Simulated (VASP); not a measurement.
Given:

```
CELL_PARAMETERS angstrom
      1.80108    -3.11957     0.00000
      1.80108     3.11957     0.00000
      0.00000     0.00000     5.62759
ATOMIC_POSITIONS crystal
  Zr 0.00000 0.00000 0.00000
  S  0.33333 0.66667 0.25737
  S  0.66667 0.33333 0.74263
```

The numbers are results of LDA (Ceperley-Alder, Perdew-Zunger), VASP's LDA PAW potentials (set 64) (plane waves; VASP), not measurements. Numerical set-up: 400 eV cut-off, 6×6×4 Γ-centred mesh, Gaussian smearing of 0.050 eV, potentials Zr_sv S.

What does the run give for the energy per atom (σ→0), band gap (on the k-mesh) with the smallest direct gap where there is one?

```
Quantity                                     Result
-----------------------------------  --------------
band gap (on the k-mesh)                    0.44 eV
smallest direct gap (on the k-mesh)         1.25 eV
energy per atom (σ→0)                -7.795 eV/atom
```

The compound is ZrS2 in the 1T layered structure. It was relaxed first, which changed the volume by -6 %. The start is the result of an earlier pass.
